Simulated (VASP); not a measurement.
Calculation: r2SCAN meta-GGA, VASP's PBE PAW potentials (set 64) (plane waves; VASP).

The input files of a VASP run:

**KPOINTS**
```
Automatic mesh
0
Gamma
13 13 13
0 0 0
```

### INCAR
```
ALGO=Normal
EDIFF=1E-6
EDIFFG=-0.02
ENCUT=620
IBRION=2
ISIF=3
ISMEAR=0
LASPH=T
LCHARG=F
LMIXTAU=T
LREAL=F
LWAVE=F
METAGGA=R2SCAN
NELM=100
NSW=40
PREC=Accurate
PSTRESS=50
SIGMA=0.05
SYSTEM=C
```

File POSCAR:
```
C
1.0
  0.0000000000   1.7739662835   1.7739662835
  1.7739662835   0.0000000000   1.7739662835
  1.7739662835   1.7739662835   0.0000000000
C
2
Cartesian
  0.0000000000   0.0000000000   0.0000000000
  0.8869831418   0.8869831418   0.8869831418
```

POTCAR, in this order: C (PBE.64 set). Program: vasp_std.

The run wrote:

File OSZICAR:
```
       N       E                     dE             d eps       ncg     rms          rms(c)
DAV:   1    -0.124689831654E+01   -0.12469E+01   -0.56978E+03  1408   0.117E+03
DAV:   2    -0.218444761304E+02   -0.20598E+02   -0.20092E+02  2128   0.125E+02
DAV:   3    -0.219692404583E+02   -0.12476E+00   -0.12476E+00  1504   0.123E+01
DAV:   4    -0.219693661660E+02   -0.12571E-03   -0.12571E-03  1904   0.428E-01
DAV:   5    -0.219693662161E+02   -0.50082E-07   -0.50082E-07  1456   0.553E-03    0.521E+00
DAV:   6    -0.194653447816E+02    0.25040E+01   -0.34428E-01  1664   0.666E+00    0.426E+00
DAV:   7    -0.224283310955E+02   -0.29630E+01   -0.14110E+00  1600   0.910E+00    0.967E-01
DAV:   8    -0.194835397169E+02    0.29448E+01   -0.42716E-01  1480   0.590E+00    0.112E+00
DAV:   9    -0.196505805251E+02   -0.16704E+00   -0.27144E-02  1504   0.219E+00    0.190E-01
DAV:  10    -0.196614014910E+02   -0.10821E-01   -0.73998E-03  1744   0.100E+00    0.177E-01
DAV:  11    -0.196607580113E+02    0.64348E-03   -0.11185E-04  1352   0.121E-01    0.144E-01
DAV:  12    -0.196633444875E+02   -0.25865E-02   -0.62276E-04  1344   0.335E-01    0.237E-02
DAV:  13    -0.196633784142E+02   -0.33927E-04   -0.12624E-05  1880   0.508E-02    0.167E-02
DAV:  14    -0.196633784175E+02   -0.33453E-08   -0.13566E-06  1296   0.149E-02
   1 F= -.19314940E+02 E0= -.19314940E+02  d E =-.193149E+02
```

File OUTCAR:
```
------------------------ aborting loop because EDIFF is reached ----------------------------------------
  FORCE on cell =-STRESS in cart. coord.  units (eV):
  Direction    XX          YY          ZZ          XY          YZ          ZX
  --------------------------------------------------------------------------------------
  Total        0.3628885      0.3628885      0.3628885     -0.0000000     -0.0000000      0.0000000
  in kB       52.0736190     52.0736190     52.0736190     -0.0000000     -0.0000000      0.0000000
  external PRESSURE =       2.0736190 kB  Pullay stress =      50.0000000 kB
  volume of cell :       11.17
      direct lattice vectors                 reciprocal lattice vectors
     0.000000000  1.773966284  1.773966284    -0.281854286  0.281854286  0.281854286
     1.773966284  0.000000000  1.773966284     0.281854286 -0.281854286  0.281854286
     1.773966284  1.773966284  0.000000000     0.281854286  0.281854286 -0.281854286
 POSITION                                       TOTAL-FORCE (eV/Angst)
 -----------------------------------------------------------------------------------
      0.00000      0.00000      0.00000        -0.000000      0.000000      0.000000
      0.88698      0.88698      0.88698         0.000000     -0.000000     -0.000000
 -----------------------------------------------------------------------------------
    total drift:                                0.000000      0.000000      0.000000
  FREE ENERGIE OF THE ION-ELECTRON SYSTEM (eV)
  ---------------------------------------------------
  free  energy   TOTEN  =       -19.6633784175 eV

  energy  without entropy=      -19.6633784175  energy(sigma->0) =      -19.66337842
  enthalpy is  TOTEN    =       -19.3149404263 eV   P V=        0.3484379912

 reached required accuracy - stopping structural energy minimisation
```
(Selected blocks of OUTCAR.)

The compound is C in the diamond structure. It was relaxed first under an external pressure of 5 GPa.
